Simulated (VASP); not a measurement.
The system is F2GeBr2, in a box.

```
CELL_PARAMETERS angstrom
12.00000 0.00000 0.00000
0.00000 13.00000 0.00000
0.00000 0.00000 12.00000
ATOMIC_POSITIONS crystal
F 0.61101 0.38470 0.53608
F 0.44570 0.50183 0.62498
Ge 0.51325 0.47529 0.50293
Br 0.39115 0.40752 0.38069
Br 0.59972 0.61853 0.44223
```

Base run:

```yaml
Program: VASP 6.6.1
Functional: B3LYP
Potentials_or_basis: VASP PAW PBE potentials, release 64 (F, Ge_d, Br)
Cutoff: 520 eV
k_mesh: 1 × 1 × 1
Occupations: gaussian, width 0.01 eV
Spin: no spin polarisation
```

Its results: gap between the frontier levels 6.04 eV; largest force 0.610 eV/Å.

Problem. The run is repeated on the same cell with these changes: functional from B3LYP to PBE. What comes out?

Solution. Gap between the frontier levels 4.37 eV; largest force 0.837 eV/Å.

B3LYP gives the wider gap, since exact exchange removes part of the self-interaction.

Caveats: the PAW data sets were made with another functional, which shifts forces and pressure a little (some runs).

A k mesh can miss the band edges.

Not every run made on this cell is shown here.
